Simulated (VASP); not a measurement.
Input:

```
CELL_PARAMETERS angstrom
      0.00000     1.95509     1.95509
      1.95509     0.00000     1.95509
      1.95509     1.95509     0.00000
ATOMIC_POSITIONS crystal
  Mg 0.00000 0.00000 0.00000
  O  0.50000 0.50000 0.50000
```

Calculation: LDA (Ceperley-Alder, Perdew-Zunger), VASP's LDA PAW potentials (set 64) (plane waves; VASP). Numerical set-up: 620 eV cut-off, 12×12×12 Γ-centred mesh, Gaussian smearing of 0.050 eV, potentials Mg O.

### Question
Predict the energy per atom (σ→0), pressure, band gap (on the k-mesh) with the smallest direct gap where there is one.

### Answer

```yaml
band gap (on the k-mesh): 7.16 eV
smallest direct gap (on the k-mesh): 7.16 eV
energy per atom (σ→0): -6.549 eV/atom
pressure: 44.82 GPa
```

The compound is MgO in the rock salt structure. It was relaxed first under an external pressure of 45 GPa.
